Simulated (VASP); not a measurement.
Here is the system:

```xyz
3
Lattice="0.0000 2.2758 2.2758 2.2758 0.0000 2.2758 2.2758 2.2758 0.0000" Properties=species:S:1:pos:R:3 pbc="T T T"
Li     1.1379     1.1379     1.1379
Li     3.4137     3.4137     3.4137
O      2.2758     4.5516     2.2758
```

Computed with PBE GGA with D4 dispersion, VASP's PBE PAW potentials (set 64) (plane waves; VASP). Run with 520 eV cut-off, 8×8×8 Γ-centred mesh, Gaussian smearing of 0.050 eV, potentials Li_sv O.

Give the stress tensor in GPa (positive for a compressed cell).

```
2.43  0.00  0.00
0.00  2.43  0.00
0.00  0.00  2.43
```
The pressure is its mean diagonal, 2.43 GPa.

The compound is Li2O in the antifluorite structure. This cell is one point of a volume scan, at 0.97 of the reference volume.
